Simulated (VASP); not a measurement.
Given:

```
CELL_PARAMETERS angstrom
      1.86480    -3.22992     0.00000
      1.86480     3.22992     0.00000
      0.00000     0.00000     7.84243
ATOMIC_POSITIONS crystal
  Sn 0.00000 0.00000 0.00000
  S  0.33333 0.66667 0.18867
  S  0.66667 0.33333 0.81133
```

The numbers are results of revPBE GGA, VASP's PBE PAW potentials (set 64) (plane waves; VASP), not measurements. Numerical set-up: 520 eV cut-off, 6×6×3 Γ-centred mesh, Gaussian smearing of 0.050 eV, potentials Sn_d S.

Without a dispersion term in the relaxation, distances and binding between the weakly bound layers, chains or molecules are unreliable, and so is what depends on them.

Q: Estimate the energy per atom (σ→0).

A: 
The energy per atom (σ→0) comes out as -4.145 eV/atom.

The compound is SnS2 in the 1T layered structure. It was relaxed first, which changed the volume by +39 %. The start is the result of an earlier pass.
